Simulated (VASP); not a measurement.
Wanted: the native input for a VASP 6.6.1 run.

```yaml
Task: relaxation of cell and atoms
Functional: PBE
Potentials_or_basis: VASP PAW PBE potentials, release 64 (Ga_d, N)
Cutoff: 600 eV
k_mesh: 10 × 10 × 10
Occupations: gaussian, width 0.03 eV
Spin: no spin polarisation
Further_INCAR_settings: ALGO = Normal; EDIFF = 1e-06; IBRION = 2; EDIFFG = -0.01; NSW = 90; ISIF = 3
```

The structure of GaN lies in POSCAR:

```
GaN
1.0
    0.0000000000      2.2535006100      2.2535006100
    2.2535006100      0.0000000000      2.2535006100
    2.2535006100      2.2535006100      0.0000000000
Ga N
1 1
Direct
    0.0000000000      0.0000000000      0.0000000000
    0.7500000000      0.7500000000      0.7500000000
```

The cell is a database's computed one.

One way to write it, as run:

INCAR

```
  PREC = Accurate
  ENCUT = 600
  EDIFF = 1E-6
  ISMEAR = 0
  SIGMA = 0.03
  LREAL = F
  LASPH = T
  NELM = 80
  ALGO = Normal
  ISIF = 3
  LWAVE = F
  LCHARG = F
  GGA = PE
  IBRION = 2
  NSW = 90
  EDIFFG = -0.01
```

KPOINTS

```
regular mesh
0
Gamma
  10 10 10
```

Potentials or basis: VASP PAW PBE potentials, release 64 (Ga_d, N).

Command:

```console
$ cat potpaw_PBE.64/Ga_d/POTCAR potpaw_PBE.64/N/POTCAR > POTCAR
$ mpirun -np 1 vasp_std > vasp.out
```

It gave:

| Item | Value |
| --- | --- |
| Relaxed volume | 11.76 Å³/atom |
| Relaxed cell | a = 3.216 Å, b = 3.216 Å, c = 3.216 Å, α = 60.00°, β = 60.00°, γ = 60.00° |
| Space group after relaxing (to 0.05 Å) | F-43m (No. 216) |
| Energy gained by relaxing | 4.7 meV/atom |
| Ionic steps | 3 |
| Pressure after relaxing | -0.1 GPa |
| Band gap on the k mesh | 1.55 eV, direct |

Wall time 52 s on 1 thread of Intel(R) Xeon(R) Platinum 8488C (Sapphire Rapids), on a shared host, peak memory 0.17 GiB.
